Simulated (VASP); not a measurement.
A convergence study with VASP on Y (hcp): a few settings are varied, all else stays as given below, so the limit is that of these other settings. The cell's lengths are 1 % over those of the tabulated start and one atom is moved, so it is off equilibrium.

```
Y
1.0
    1.84325    -3.19260     0.00000
    1.84325     3.19260     0.00000
    0.00000     0.00000     5.78730
Y
2
Direct
  0.33333   0.66667   0.25000
  0.68311   0.34977   0.75000
```

The numbers are results of PBE GGA, VASP's PBE PAW potentials (set 64) (plane waves; VASP), not measurements. The last row used: 900 eV cut-off, 10×10×5 Γ-centred mesh, first-order Methfessel-Paxton smearing of 0.10 eV, potentials Y_sv.

Energies of different potentials or hybrids have different zeros.

```tsv
setting	E (eV/atom)	pressure (GPa)	plane waves
ENCUT = 300	[?]	[?]	820
ENCUT = 400	[?]	[?]	1253
ENCUT = 520	-6.4221	-1.49	1866
ENCUT = 700	-6.4221	-1.50	2888
ENCUT = 900	-6.4219	-1.50	4197
```

Problem. Fill in the missing entries.

Solution. 
- ENCUT = 300, E (eV/atom): -6.4199
- ENCUT = 300, pressure (GPa): -1.66
- ENCUT = 400, E (eV/atom): -6.4220
- ENCUT = 400, pressure (GPa): -1.51

Left out are rungs that failed or repeat a setting and relaxations that didn't move; long series are thinned to 24 rows.

The compound is Y in the hcp structure. The cell was not relaxed at this level, it is distorted from the ideal structure.
